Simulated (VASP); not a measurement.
## AgCl (space group Cmcm): computed properties

All values below come from r2SCAN meta-GGA, VASP's PBE PAW potentials (set 64) (plane waves; VASP 6.6.1).

space group: Cmcm (63)
cell: a = 3.7401 Å, b = 11.0566 Å, c = 3.9174 Å, α = β = γ = 90.00°
volume per atom: 20.25 Å³/atom
band gap (over mesh and band path): 0.98 eV
smallest direct gap (over mesh and band path): 2.50 eV
band-edge character: indirect, S to Γ
density: 5.88 g/cm³

```cif
data_Ag4Cl4
_chemical_formula_sum 'Ag4 Cl4'
_space_group_name_H-M_alt 'Cmcm'
_space_group_IT_number 63
_space_group_name_Hall '-C 2c 2'
_cell_length_a 3.74005
_cell_length_b 11.05661
_cell_length_c 3.91743
_cell_angle_alpha 90.000
_cell_angle_beta 90.000
_cell_angle_gamma 90.000
loop_
_space_group_symop_operation_xyz
  'x, y, z'
  '-x, -y, -z'
  '-x, -y, z+1/2'
  'x, y, -z+1/2'
  'x, -y, -z'
  '-x, y, z'
  '-x, y, -z+1/2'
  'x, -y, z+1/2'
  'x+1/2, y+1/2, z'
  '-x+1/2, -y+1/2, -z'
  '-x+1/2, -y+1/2, z+1/2'
  'x+1/2, y+1/2, -z+1/2'
  'x+1/2, -y+1/2, -z'
  '-x+1/2, y+1/2, z'
  '-x+1/2, y+1/2, -z+1/2'
  'x+1/2, -y+1/2, z+1/2'
loop_
_atom_site_label
_atom_site_type_symbol
_atom_site_symmetry_multiplicity
_atom_site_Wyckoff_symbol
_atom_site_fract_x
_atom_site_fract_y
_atom_site_fract_z
_atom_site_occupancy
Ag1 Ag 4 c 0.00000 0.39696 0.25000 1
Cl1 Cl 4 c 0.00000 0.13474 0.25000 1
```
(The calculation used a cell of 4 atoms; values per cell refer to that cell.)

The structure comes from a computed database's AgCl entry (Cmcm); how it stands against other phases isn't given here. It was relaxed first. Symmetry was kept, so distortions that lower it aren't found.
